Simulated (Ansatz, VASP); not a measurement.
# SrZrSeO2 in two plane-wave programs, part 2 of 3

One calculation is typed for both programs; each brings its own data sets. How far apart do they land? The cell is generated by rule, not measured, and may not be a known phase. The cell is taken from a series of runs on this material, whose earlier steps may have relaxed, scaled, displaced or heated it; both programs get it as it stands.

VASP 6.6.1 and Ansatz 0.2.0.

So far: The structure; VASP: zone-centre phonons, PBEsol.

## 2. VASP: zone-centre phonons, PBEsol (continued)

Level of this step: PBEsol; plane waves and PAW (Sr_sv, Zr_sv, O, Se); invented cell (VASP).

OUTCAR, selected parts (step 2):

```text
ion  position               nearest neighbor table
   1  0.000  0.000  0.000-   3 2.12   4 2.12   3 2.12   4 2.12   5 2.79   5 2.79   2 4.09   2 4.09
                             2 4.09   2 4.09   2 4.09   2 4.09   2 4.09   2 4.09
   2  0.500  0.500  0.500-   5 2.99   5 2.99   5 2.99   5 2.99   1 4.09   1 4.09   1 4.09   1 4.09
                             1 4.09   1 4.09   1 4.09   1 4.09
   3  0.000  0.000  0.500-   1 2.12   1 2.12
   4  0.000  0.500  0.000-   1 2.12   1 2.12
   5  0.500  0.000  0.000-   1 2.79   1 2.79   2 2.99   2 2.99   2 2.99   2 2.99

  LATTYP: Found a simple tetragonal cell.
 ALAT       =     4.2339339086
 C/A-ratio  =     1.3185202936

 Subroutine GETGRP returns: Found 16 space group operations
 (whereof 16 operations were pure point group operations)

The static configuration has the point symmetry D_4h.

 Found     60 irreducible k-points:

   k-points           NKPTS =     60   k-points in BZ     NKDIM =     60   number of bands    NBANDS=     26

   dimension x,y,z NGX =    48 NGY =   36 NGZ =   36
   dimension x,y,z NGXF=    96 NGYF=   72 NGZF=   72

   ENCUT  =  600.0 eV  44.10 Ry    6.64 a.u.  11.15  8.46  8.46*2*pi/ulx,y,z

   NELECT =      40.0000    total number of electrons

 k-points in reciprocal lattice and weights: Automatic mesh
   0.00000000  0.00000000  0.00000000       0.003
   0.16666667  0.00000000  0.00000000       0.005
   0.33333333  0.00000000  0.00000000       0.005
   0.50000000  0.00000000  0.00000000       0.003
   0.00000000  0.12500000  0.00000000       0.010
   0.16666667  0.12500000  0.00000000       0.021
   0.33333333  0.12500000  0.00000000       0.021
   0.50000000  0.12500000  0.00000000       0.010
   0.00000000  0.25000000  0.00000000       0.010
[...]
0.33333333  0.50000000  0.50000000       0.005
   0.50000000  0.50000000  0.50000000       0.003

 average (electrostatic) potential at core
       1 -33.3325       2 -82.6098       3 -70.4967       4 -70.4967       5 -54.9058

[...]
POSITION                                       TOTAL-FORCE (eV/Angst)
 -----------------------------------------------------------------------------------
      0.00000      0.00000      0.00000         0.000000      0.000000      0.000000
      2.79126      2.11697      2.11697         0.000000      0.000000      0.000000
      0.00000      0.00000      2.11697         0.000000      0.000000      0.000000
      0.00000      2.11697      0.00000         0.000000      0.000000      0.000000
      2.79126      0.00000      0.00000         0.000000      0.000000      0.000000
 -----------------------------------------------------------------------------------
    total drift:                                0.000000     -0.000000      0.000000

 Eigenvectors and eigenvalues of the dynamical matrix
 ----------------------------------------------------

   1 f  =   21.476508 THz   134.940881 2PiTHz  716.379206 cm-1    88.819662 meV
             X         Y         Z           dx          dy          dz
      0.000000  0.000000  0.000000     0.000000   -0.000000    0.364387
      2.791264  2.116967  2.116967     0.000000   -0.000000    0.002749
      0.000000  0.000000  2.116967     0.000000   -0.000000   -0.930120
      0.000000  2.116967  0.000000     0.000000    0.000000    0.044166
      2.791264  0.000000  0.000000    -0.000000   -0.000000    0.011870

   2 f  =   21.476508 THz   134.940881 2PiTHz  716.379206 cm-1    88.819662 meV
             X         Y         Z           dx          dy          dz
      0.000000  0.000000  0.000000    -0.000000   -0.364387    0.000000
      2.791264  2.116967  2.116967    -0.000000   -0.002749   -0.000000
      0.000000  0.000000  2.116967    -0.000000   -0.044166   -0.000000
      0.000000  2.116967  0.000000    -0.000000    0.930120   -0.000000
      2.791264  0.000000  0.000000     0.000000   -0.011870    0.000000

   3 f  =    8.441300 THz    53.038255 2PiTHz  281.571476 cm-1    34.910398 meV
             X         Y         Z           dx          dy          dz
      0.000000  0.000000  0.000000    -0.674343    0.000000   -0.000000
      2.791264  2.116967  2.116967    -0.007918    0.000000    0.000000
      0.000000  0.000000  2.116967    -0.021220    0.000000   -0.000000
      0.000000  2.116967  0.000000    -0.021220    0.000000    0.000000
      2.791264  0.000000  0.000000     0.737766   -0.000000    0.000000

   4 f  =    3.185858 THz    20.017335 2PiTHz  106.268780 cm-1    13.175644 meV
             X         Y         Z           dx          dy          dz
      0.000000  0.000000  0.000000     0.491244    0.000000   -0.000000
      2.791264  2.116967  2.116967    -0.647968   -0.000000    0.000000
      0.000000  0.000000  2.116967    -0.280544   -0.000000   -0.000000
      0.000000  2.116967  0.000000    -0.280544    0.000000    0.000000
      2.791264  0.000000  0.000000     0.425920    0.000000    0.000000

   5 f  =    2.243452 THz    14.096025 2PiTHz   74.833503 cm-1     9.278168 meV
             X         Y         Z           dx          dy          dz
      0.000000  0.000000  0.000000    -0.000000   -0.003228    0.749919
      2.791264  2.116967  2.116967    -0.000000    0.001922   -0.446383
      0.000000  0.000000  2.116967    -0.000000    0.000951    0.277703
      0.000000  2.116967  0.000000    -0.000000   -0.001195   -0.220897
      2.791264  0.000000  0.000000    -0.000000    0.001443   -0.335308

   6 f  =    2.243452 THz    14.096025 2PiTHz   74.833503 cm-1     9.278168 meV
             X         Y         Z           dx          dy          dz
      0.000000  0.000000  0.000000    -0.000000    0.749919    0.003228
      2.791264  2.116967  2.116967     0.000000   -0.446383   -0.001922
      0.000000  0.000000  2.116967     0.000000   -0.220897    0.001195
      0.000000  2.116967  0.000000     0.000000    0.277703   -0.000951
      2.791264  0.000000  0.000000    -0.000000   -0.335308   -0.001443

   7 f  =    0.009558 THz     0.060057 2PiTHz    0.318831 cm-1     0.039530 meV
             X         Y         Z           dx          dy          dz
      0.000000  0.000000  0.000000    -0.000000    0.526026    0.159927
      2.791264  2.116967  2.116967    -0.000000    0.537182    0.163319
      0.000000  0.000000  2.116967    -0.000000    0.226436    0.068339
      0.000000  2.116967  0.000000    -0.000000    0.224777    0.068843
      2.791264  0.000000  0.000000    -0.000000    0.498319    0.151503

   8 f  =    0.009558 THz     0.060057 2PiTHz    0.318831 cm-1     0.039530 meV
             X         Y         Z           dx          dy          dz
      0.000000  0.000000  0.000000     0.000000   -0.159927    0.526026
      2.791264  2.116967  2.116967     0.000000   -0.163319    0.537182
      0.000000  0.000000  2.116967     0.000000   -0.068843    0.224777
      0.000000  2.116967  0.000000     0.000000   -0.068339    0.226436
      2.791264  0.000000  0.000000     0.000000   -0.151503    0.498319

   9 f/i=    0.005382 THz     0.033817 2PiTHz    0.179527 cm-1     0.022259 meV
             X         Y         Z           dx          dy          dz
      0.000000  0.000000  0.000000     0.551223    0.000000   -0.000000
      2.791264  2.116967  2.116967     0.558611    0.000000   -0.000000
      0.000000  0.000000  2.116967     0.234762    0.000000   -0.000000
      0.000000  2.116967  0.000000     0.234762    0.000000   -0.000000
      2.791264  0.000000  0.000000     0.523336    0.000000   -0.000000

  10 f/i=    3.470430 THz    21.805353 2PiTHz  115.761075 cm-1    14.352538 meV
             X         Y         Z           dx          dy          dz
      0.000000  0.000000  0.000000     0.000000    0.002180   -0.049923
      2.791264  2.116967  2.116967     0.000000    0.024579   -0.562761
      0.000000  0.000000  2.116967    -0.000000    0.010996   -0.023169
      0.000000  2.116967  0.000000     0.000000    0.001012   -0.251772
      2.791264  0.000000  0.000000     0.000000   -0.034251    0.784205

  11 f/i=    3.470430 THz    21.805353 2PiTHz  115.761075 cm-1    14.352538 meV
             X         Y         Z           dx          dy          dz
      0.000000  0.000000  0.000000    -0.000000   -0.049923   -0.002180
      2.791264  2.116967  2.116967     0.000000   -0.562761   -0.024579
      0.000000  0.000000  2.116967    -0.000000   -0.251772   -0.001012
      0.000000  2.116967  0.000000     0.000000   -0.023169   -0.010996
      2.791264  0.000000  0.000000     0.000000    0.784205    0.034251

  12 f/i=    5.843466 THz    36.715579 2PiTHz  194.917041 cm-1    24.166622 meV
             X         Y         Z           dx          dy          dz
      0.000000  0.000000  0.000000    -0.000000   -0.000125    0.007519
      2.791264  2.116967  2.116967    -0.000000    0.006819   -0.410052
      0.000000  0.000000  2.116967    -0.000000   -0.015145    0.044980
      0.000000  2.116967  0.000000    -0.000000   -0.000748    0.910770
      2.791264  0.000000  0.000000    -0.000000    0.000001   -0.000048

  13 f/i=    5.843466 THz    36.715579 2PiTHz  194.917041 cm-1    24.166622 meV
             X         Y         Z           dx          dy          dz
      0.000000  0.000000  0.000000    -0.000000    0.007519    0.000125
      2.791264  2.116967  2.116967    -0.000000   -0.410052   -0.006819
      0.000000  0.000000  2.116967     0.000000    0.910770    0.000748
      0.000000  2.116967  0.000000     0.000000    0.044980    0.015145
      2.791264  0.000000  0.000000    -0.000000   -0.000048   -0.000001

  14 f/i=    7.527569 THz    47.297113 2PiTHz  251.092683 cm-1    31.131511 meV
             X         Y         Z           dx          dy          dz
      0.000000  0.000000  0.000000    -0.009757    0.000000   -0.000000
      2.791264  2.116967  2.116967    -0.517715   -0.000000   -0.000000
      0.000000  0.000000  2.116967     0.604758    0.000000    0.000000
      0.000000  2.116967  0.000000     0.604758    0.000000   -0.000000
      2.791264  0.000000  0.000000     0.020315    0.000000    0.000000

  15 f/i=    9.060139 THz    56.926531 2PiTHz  302.213698 cm-1    37.469706 meV
             X         Y         Z           dx          dy          dz
      0.000000  0.000000  0.000000     0.000000    0.000000   -0.000000
      2.791264  2.116967  2.116967    -0.000000    0.000000    0.000000
      0.000000  0.000000  2.116967    -0.707107   -0.000000   -0.000000
      0.000000  2.116967  0.000000     0.707107    0.000000   -0.000000
      2.791264  0.000000  0.000000     0.000000   -0.000000   -0.000000

 ELASTIC MODULI CONTR FROM IONIC RELAXATION (kBar)
 Direction    XX          YY          ZZ          XY          YZ          ZX
 --------------------------------------------------------------------------------
 XX           0.0000      0.0000      0.0000      0.0000      0.0000      0.0000
 YY           0.0000      0.0000      0.0000      0.0000      0.0000      0.0000
 ZZ           0.0000      0.0000      0.0000      0.0000      0.0000      0.0000
 XY           0.0000      0.0000      0.0000      0.0000      0.0000      0.0000
 YZ           0.0000      0.0000      0.0000      0.0000      0.0000      0.0000
 ZX           0.0000      0.0000      0.0000      0.0000      0.0000      0.0000
 --------------------------------------------------------------------------------
```

The PAW data sets were made with PBE, which is usual practice but a small mismatch for other functionals.

(Part 2 of 3 ends here.)

[Lines on the potential files, build, host, timing and source positions are cut from VASP's logs without a mark.]

[Logs are printed without paths, hosts, clocks, repeated set-up lines and the standing remarks that a program may print on its own settings, such as how far it seeks lower states.]

[Hosts, paths, dates, database ids (printed as entryN), source tags and the programs' standing remarks are cut or masked in the printed files.]
